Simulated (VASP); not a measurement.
```yaml
crystal:
  lattice:
    - [3.19091, 0.00000, 0.00000]
    - [-1.59546, 2.76341, 0.00000]
    - [0.00000, 0.00000, 5.09136]
  atoms:
    - { symbol: Mg, position: [0.33333, 0.66667, 0.25000] }
    - { symbol: Mg, position: [0.66667, 0.33333, 0.75000] }
```

Method: PBEsol GGA, VASP's PBE PAW potentials (set 64) (plane waves; VASP). Run with 400 eV cut-off, 15×15×8 Γ-centred mesh, tetrahedra with Blöchl corrections, potentials Mg.

Question: Predict the energy per atom (σ→0), band gap (on the k-mesh) with the smallest direct gap where there is one.

Answer: 
```json
{
 "band gap (on the k-mesh)": "none (metal, semimetal or under 0.01 eV)",
 "energy per atom (σ→0)": "-1.723 eV/atom"
}
```

Only differences to runs with the same potentials and settings are physical.

The structure comes from a measured Mg entry (P6_3/mmc) of the Crystallography Open Database, whose conditions weren't checked. It was relaxed first.
